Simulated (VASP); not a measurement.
The input files of a VASP run:

INCAR:
```
# general
SYSTEM  = Al
PREC    = Accurate
ENCUT   = 400
LREAL   = F
LASPH   = T

# electronic loop
EDIFF   = 1E-6
NELM    = 100
ALGO    = Normal
LMIXTAU = T

# smearing
ISMEAR  = 1
SIGMA   = 0.1

# functional
METAGGA = R2SCAN

# ions
IBRION  = 2
NSW     = 60
ISIF    = 3
EDIFFG  = -0.01

# output
LWAVE   = F
LCHARG  = F
```

KPOINTS:
```
Automatic mesh
0
G
  14 14 14
```

### POSCAR
```
Al
1
   -0.0000000000     1.9910194568     1.9910194568
    1.9910194568     0.0000000000     1.9910194568
    1.9910194568     1.9910194568     0.0000000000
Al
1
Direct
  0.0000000000   0.0000000000   0.0000000000
```

POTCAR, in this order: Al (PBE.64 set). Program: vasp_std.

### Question
Translate this r2SCAN calculation to Ansatz.

### Answer
One equivalent input (not run):
Ansatz 0.2 input:
```yaml
crystal:
  lattice:
    - [0.0000000, 1.9910195, 1.9910195]
    - [1.9910195, 0.0000000, 1.9910195]
    - [1.9910195, 1.9910195, 0.0000000]
  atoms:
    - { symbol: Al, position: [0.0000000, 0.0000000, 0.0000000] }
kpoints:
  mp_grid: { grid: [14, 14, 14] }
hamiltonian:
  xc: r2scan
  pseudopotentials: { kind: paw }
scf:
  occupations: { method: methfessel_paxton, width: 0.1 }
  max_iter: 100
relax:
  max_steps: 60
  f_tol: 0.01
  cell: {}
output: { forces: true, stress: true, eigenvalues: true }
```
The two are equivalent in intent, not identical: each code has its own PAW files, so the cut-off isn't converted (ENCUT is set for VASP's; basis.ecutwfc is left out, and Ansatz then takes the one that its files recommend); Ansatz stops its SCF on the density residual and VASP on the energy change (EDIFF).

The structure comes from a computed database's Al entry (Fm-3m); how it stands against other phases isn't given here. It was relaxed first. The start is the result of an earlier pass.
